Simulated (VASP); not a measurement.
Given:

```
BaHfO3
1.0
    4.16307     0.00000     0.00000
    0.00000     4.16307     0.00000
    0.00000     0.00000     4.16307
Ba Hf O
1 1 3
Direct
  0.00000   0.00000   0.00000
  0.50000   0.50000   0.50000
  0.50000   0.00000   0.50000
  0.00000   0.50000   0.50000
  0.50000   0.50000   0.00000
```

Calculation: r2SCAN+rVV10, VASP's PBE PAW potentials (set 64) (plane waves; VASP 6.6.1). Numerical set-up: 520 eV cut-off, 5×5×5 Γ-centred mesh, Gaussian smearing of 0.050 eV, potentials Ba_sv Hf_pv O.

Task: Give the energy at these volumes per atom, relative to the lowest: 13.55, 13.98, 14.42, 14.85, 15.28 Å³.

Result: 33.4, 8.1, 0.0, 6.4, 25.1 meV/atom. A third-order Birch-Murnaghan fit gives B0 = 178 GPa and B0′ = 4.5.

Measured: a 4.171 Å (computed value off by -0.2 %), as given by Zhao et al., (2008), arXiv:0809.3506. The calculation is for a static lattice, while the measured a holds thermal and zero-point effects, which are part of the difference.

The compound is BaHfO3 in the cubic perovskite structure. It was relaxed first.
